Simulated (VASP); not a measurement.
Consider the following.

```yaml
crystal:
  lattice:
    - [0.00000, 1.87450, 1.87450]
    - [1.87450, 0.00000, 1.87450]
    - [1.87450, 1.87450, 0.00000]
  atoms:
    - { symbol: Ir, position: [0.00000, 0.00000, 0.00000] }
```

These are SCAN meta-GGA, VASP's PBE PAW potentials (set 64) (plane waves; VASP 6.6.1) values and carry that method's errors. Settings: 520 eV cut-off, 16×16×16 Γ-centred mesh, first-order Methfessel-Paxton smearing of 0.10 eV, potentials Ir.

Unless said otherwise, spin-orbit coupling is left out, though it shifts the bands of the heavy elements here.

What does the run give for the energy per atom (σ→0), pressure, band gap (on the k-mesh) with the smallest direct gap where there is one?

The band gap (on the k-mesh) is none (metal, semimetal or under 0.01 eV), the energy per atom (σ→0) comes out as -71.251 eV/atom and the pressure is 14.03 GPa.

Total energies compare only between runs with the same potentials, cut-off and functional.

The compound is Ir in the fcc structure. This cell is one point of a volume scan, at 0.97 of the reference volume.
